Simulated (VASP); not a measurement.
OSZICAR of a VASP run on Sr (atoms displaced from the P6_3/mmc structure):

OSZICAR:
```
       N       E                     dE             d eps       ncg     rms          rms(c)
DAV:   1     0.760555918992E+02    0.76056E+02   -0.77114E+03 13674   0.796E+02
DAV:   2     0.365762031855E+01   -0.72398E+02   -0.71561E+02 15392   0.200E+02
DAV:   3    -0.353912791348E+01   -0.71967E+01   -0.71593E+01 23222   0.416E+01
DAV:   4    -0.369427426737E+01   -0.15515E+00   -0.15482E+00 15788   0.562E+00
DAV:   5    -0.369737154141E+01   -0.30973E-02   -0.30968E-02 19428   0.633E-01    0.166E+01
DAV:   6    -0.369414243749E+01    0.32291E-02   -0.17212E-02 15378   0.132E+00    0.933E+00
DAV:   7    -0.369290041328E+01    0.12420E-02   -0.22129E-02 14740   0.162E+00    0.408E-01
DAV:   8    -0.369293611880E+01   -0.35706E-04   -0.30179E-03 20896   0.278E-01    0.131E-01
DAV:   9    -0.369300368940E+01   -0.67571E-04   -0.16289E-04 15958   0.748E-02    0.568E-02
DAV:  10    -0.369302459603E+01   -0.20907E-04   -0.16170E-05 17346   0.228E-02    0.320E-02
DAV:  11    -0.369302760204E+01   -0.30060E-05   -0.23536E-06 11732   0.136E-02    0.244E-03
DAV:  12    -0.369302770078E+01   -0.98742E-07   -0.29328E-07  8894   0.406E-03
   1 F= -.36930277E+01 E0= -.36468101E+01  d E =-.924351E-01
```

**Question.** Which electronic solver shows in the log?

**Answer.** It is blocked Davidson (ALGO = Normal, or the opening steps of other solvers). The INCAR had ALGO = Normal.

**Question.** Can the final energy be trusted as converged?

**Answer.** The calculation finished and met its thresholds. It stopped with EDIFF = 1E-6, NELM = 100 (PBEsol GGA, plane waves, VASP's PBE PAW potentials (set 64)).

The structure comes from a measured Sr entry (P6_3/mmc) of the Crystallography Open Database, whose conditions weren't checked. The cell was not relaxed at this level, atoms are displaced from their ideal sites. VASP warned that the highest band is occupied, so more bands are needed.
